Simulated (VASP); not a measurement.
VASP input:

### POSCAR
```
Ni3Al
1.0
  3.5507067306   0.0000000000   0.0000000000
  0.0000000000   3.5507067306   0.0000000000
  0.0000000000   0.0000000000   3.5507067306
Al Ni
1 3
Direct
  0.0000000000   0.0000000000   0.0000000000
  0.0000000000   0.5000000000   0.5000000000
  0.5000000000   0.0000000000   0.5000000000
  0.5000000000   0.5000000000   0.0000000000
```

File KPOINTS:
```
Regular mesh
0
Gamma
 9 9 9
```

**INCAR**
```
! general
SYSTEM =Ni3Al
PREC   =Accurate
ENCUT  =520
LREAL  =.False.
LASPH  =.True.

! electronic loop
EDIFF  =1E-7
NELM   =100
ALGO   =Normal
LMAXMIX=4

! smearing
ISMEAR =1
SIGMA  =0.1

! spin
ISPIN  =2
MAGMOM =-0.0 0.2 0.2 0.2

! ions
ISIF   =2

! output
LWAVE  =.False.
LCHARG =.False.
LORBIT =10
```

POTCAR, in this order: Al Ni (LDA.64 set). Program: vasp_std.

Q: Write an equivalent input for Ansatz.

A: One equivalent input (not run):
Ansatz 0.2 input:
```yaml
crystal:
  lattice:
    - [3.5507067, 0.0000000, 0.0000000]
    - [0.0000000, 3.5507067, 0.0000000]
    - [0.0000000, 0.0000000, 3.5507067]
  atoms:
    - { symbol: Al, position: [0.0000000, 0.0000000, 0.0000000] }
    - { symbol: Ni, position: [0.0000000, 0.5000000, 0.5000000], spin: 0.2 }
    - { symbol: Ni, position: [0.5000000, 0.0000000, 0.5000000], spin: 0.2 }
    - { symbol: Ni, position: [0.5000000, 0.5000000, 0.0000000], spin: 0.2 }
kpoints:
  mp_grid: { grid: [9, 9, 9] }
hamiltonian:
  xc: lda
  pseudopotentials: { kind: paw }
magnetization: { spin_polarized: true }
scf:
  occupations: { method: methfessel_paxton, width: 0.1 }
  max_iter: 100
output: { forces: true, stress: true, eigenvalues: true }
```
The two are equivalent in intent, not identical: each code has its own PAW files, so the cut-off isn't converted (ENCUT is set for VASP's; basis.ecutwfc is left out, and Ansatz then takes the one that its files recommend); Ansatz stops its SCF on the density residual and VASP on the energy change (EDIFF); Ansatz's lda is the Perdew-Wang form, while the LDA potentials of VASP carry Perdew-Zunger's.

The compound is Ni3Al in the L1_2 structure. This cell is one point of a volume scan, at 1.06 of the reference volume.
